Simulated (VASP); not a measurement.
Crystal: MoI.

```
CELL_PARAMETERS angstrom
0.00000 3.17885 3.17885
3.17885 0.00000 3.17885
3.17885 3.17885 0.00000
ATOMIC_POSITIONS crystal
Mo 0.00000 0.00000 0.00000
I 0.75000 0.75000 0.75000
```

The cell was built by a generator and needn't be a form met in nature.

Base run:

```yaml
Program: VASP 6.6.1
Functional: PBE
Potentials_or_basis: VASP PAW PBE potentials, release 64 (Mo_sv, I)
Cutoff: 520 eV
k_mesh: 7 × 7 × 7
Occupations: fermi-dirac, width 0.05 eV
Spin: no spin polarisation
```

Its results: pressure -7.4 GPa.

**Question.** The run is repeated on the same cell with these changes: functional from PBE to PBEsol. What comes out?

**Answer.** Pressure -10.2 GPa.

PBEsol binds more tightly than PBE, so the same cell stands under less pressure.

Caveats: an odd number of electrons without spin polarisation forces a metal; a magnetic or distorted state may lie lower; the PAW data sets were made with another functional, which shifts forces and pressure a little (some runs).
